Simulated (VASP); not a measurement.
Here is the system:

```yaml
crystal:
  lattice:
    - [4.02602, 0.00000, 0.00000]
    - [0.00000, 4.02602, 0.00000]
    - [0.00000, 0.00000, 4.02602]
  atoms:
    - { symbol: Ba, position: [0.00000, 0.00000, 0.00000] }
    - { symbol: Hf, position: [0.50000, 0.50000, 0.50000] }
    - { symbol: O, position: [0.50000, 0.00000, 0.50000] }
    - { symbol: O, position: [0.00000, 0.50000, 0.50000] }
    - { symbol: O, position: [0.50000, 0.50000, 0.00000] }
```

Computed with PBEsol GGA, VASP's PBE PAW potentials (set 64) (plane waves; VASP 6.6.1). Settings: 620 eV cut-off, 6×6×6 Γ-centred mesh, Gaussian smearing of 0.050 eV, potentials Ba_sv Hf_pv O.

Unless said otherwise, spin-orbit coupling is left out, though it shifts the bands of the heavy elements here.

Q: Predict the energy per atom (σ→0), pressure, band gap (on the k-mesh) with the smallest direct gap where there is one.

A: 
band gap (on the k-mesh): 3.65 eV
smallest direct gap (on the k-mesh): 3.71 eV
energy per atom (σ→0): -9.030 eV/atom
pressure: 19.99 GPa

Only differences to runs with the same potentials and settings are physical.

The compound is BaHfO3 in the cubic perovskite structure. It was relaxed first under an external pressure of 20 GPa.
